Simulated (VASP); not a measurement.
Method: PBE GGA, VASP's PBE PAW potentials (set 64) (plane waves; VASP 6.6.1).

VASP input:

### POSCAR
```
In32ZnP32
1
   11.9995217336    -0.0000000000    -0.0000000000
   -0.0000000000    11.9995217336     0.0000000000
    0.0000000000     0.0000000000    11.9995217336
In P Zn
32 32 1
Direct
  0.4984969221   0.9986639880   0.0004035874
  0.7492311260   0.2485011087   0.0004015173
  0.7501268057   0.9981851396   0.2506948432
  0.9978839021   0.9979937062   0.0009555155
  0.2443123111   0.2445212265   0.9995365852
  0.4974319047   0.4979638843   0.9916480454
  0.7503124527   0.7500985632   0.9996170809
  0.2475983251   0.9983603488   0.2521620870
  0.4990577342   0.2355136559   0.2512264537
  0.7577519447   0.4970031444   0.2535425320
  0.4979693532   0.9986978523   0.5018414364
  0.7508480774   0.2441953050   0.5056960654
  0.7491263422   0.9978987024   0.7521815219
  0.9986220895   0.4991891022   0.0019569418
  0.2482800996   0.7486783113   0.0017437608
  0.9973904646   0.2484036711   0.2517585546
  0.2381905753   0.4967337731   0.2539876447
  0.4972129858   0.7592408572   0.2526226439
  0.9977423979   0.9980652955   0.5020577362
  0.2461928965   0.2462036530   0.5037664851
  0.4981151137   0.4974555684   0.5142665849
  0.7483320851   0.7495930434   0.5011622250
  0.2476806320   0.9979030012   0.7521053304
  0.4979898917   0.2485328748   0.7522835644
  0.7495984124   0.4993195923   0.7518919805
  0.9989331585   0.7477551648   0.2513948961
  0.9973369531   0.4988231348   0.5022378827
  0.2443486086   0.7506658554   0.5057863743
  0.9979372536   0.2481734958   0.7518544038
  0.2472598570   0.4981410525   0.7534272520
  0.4984497160   0.7488763973   0.7509596578
  0.9980863888   0.7499992431   0.7518094695
  0.6262213902   0.1210686514   0.1238143276
  0.8744062816   0.3725866108   0.1251245167
  0.8730844124   0.1235055563   0.3760702969
  0.1221126327   0.1228369708   0.1281504495
  0.3770998401   0.3752596891   0.1308425894
  0.6182533759   0.6188266958   0.1321508247
  0.8736624765   0.8720167005   0.1272147312
  0.3710927455   0.1217607548   0.3788160577
  0.6186030388   0.3753919725   0.3745950568
  0.8744459724   0.6252024444   0.3780568790
  0.6219404443   0.1228996364   0.6278906654
  0.8729175846   0.3738819843   0.6269358019
  0.8735538255   0.1234413177   0.8764687364
  0.1236233580   0.6240512392   0.1261748215
  0.3715835766   0.8759306639   0.1249747593
  0.1207691847   0.3707876474   0.3798446380
  0.3772931872   0.6192765244   0.3745094588
  0.6248444616   0.8760997216   0.3775316273
  0.1220035600   0.1220398872   0.6279788062
  0.3703466913   0.3713105859   0.6293461464
  0.6255180767   0.6253241170   0.6281699389
  0.8727243344   0.8732462544   0.6264150534
  0.3734739787   0.1235285656   0.8769161346
  0.6249897195   0.3727794287   0.8748105299
  0.8736538661   0.6231920662   0.8772944492
  0.1229805333   0.8726384747   0.3763321594
  0.1225532861   0.6219931740   0.6278602436
  0.3736822219   0.8733946250   0.6264922284
  0.1224572191   0.3735488958   0.8778116474
  0.3721033953   0.6254549998   0.8750955668
  0.6225377851   0.8725144320   0.8770086733
  0.1235093779   0.8729429965   0.8772174863
  0.4971313849   0.4967030031   0.2526260382
```

KPOINTS:
```
Automatic mesh
0
Gamma
1 1 1
0 0 0
```

### INCAR
```
SYSTEM = In32ZnP32
PREC = Normal
ENCUT = 400
EDIFF = 1E-5
NELM = 100
ALGO = Fast
LREAL = Auto
LASPH = .TRUE.
ISMEAR = 0
SIGMA = 0.05
GGA = PE
LMAXMIX = 4
LWAVE = .FALSE.
LCHARG = .FALSE.
NELMIN = 4
ISYM = 0
NELECT = 266.0
IBRION = 2
ISIF = 2
NSW = 120
EDIFFG = -0.03
```

POTCAR, in this order: In P Zn (PBE.64 set). Program: vasp_gam.

The cell is charged, with a uniform compensating background. The supercell is sampled at Γ alone, which is coarse: total energies, pressure and levels can be off, energies of defects by several tenths of an eV.

Task: Predict the energy per atom (σ→0).

Result: 
| Quantity | Value |
|---|---|
| energy per atom (σ→0) | -4.170 eV/atom |

### OSZICAR
```
...
RMM:   5    -0.271028858827E+03   -0.32593E-05   -0.92773E-05   331   0.187E-02
   5 F= -.27102886E+03 E0= -.27102886E+03  d E =-.221191E-02
       N       E                     dE             d eps       ncg     rms          rms(c)
DAV:   1    -0.271029527795E+03   -0.67223E-03   -0.72360E-02   336   0.476E-01    0.127E-01
RMM:   2    -0.271029817505E+03   -0.28971E-03   -0.35318E-03   336   0.126E-01    0.277E-02
RMM:   3    -0.271029898618E+03   -0.81113E-04   -0.82284E-04   363   0.607E-02    0.353E-02
RMM:   4    -0.271029895534E+03    0.30844E-05   -0.90168E-05   322   0.239E-02
   6 F= -.27102990E+03 E0= -.27102989E+03  d E =-.103671E-02
```

The cell is a supercell with a defect, built from InP (zinc blende): Zn_i, charge +2. The run is not spin-polarised, so no state with unpaired spins was tried.
